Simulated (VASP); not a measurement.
SiC:

```
Si C
1.0
     0.00000    2.18926    2.18926
     2.18926    0.00000    2.18926
     2.18926    2.18926    0.00000
Si C
1 1
Cartesian
  3.2839 3.2839 3.2839
  0.0000 0.0000 0.0000
```

The cell is a database's computed one.

Base run:

```yaml
Program: VASP 6.6.1
Functional: PBE
Potentials_or_basis: VASP PAW PBE potentials, release 64 (Si, C)
Cutoff: 450 eV
k_mesh: 14 × 14 × 14
Occupations: gaussian, width 0.02 eV
Spin: no spin polarisation
```

Its results: band gap on the k mesh 1.37 eV, indirect (least direct gap 4.53 eV).

Problem. The run is repeated on the same cell with these changes: functional from PBE to r2SCAN. What comes out?

Solution. Band gap on the k mesh 1.73 eV, indirect (least direct gap 5.04 eV).

r2SCAN gives the wider gap, since meta-GGAs in the generalised Kohn-Sham scheme recover part of the derivative discontinuity.
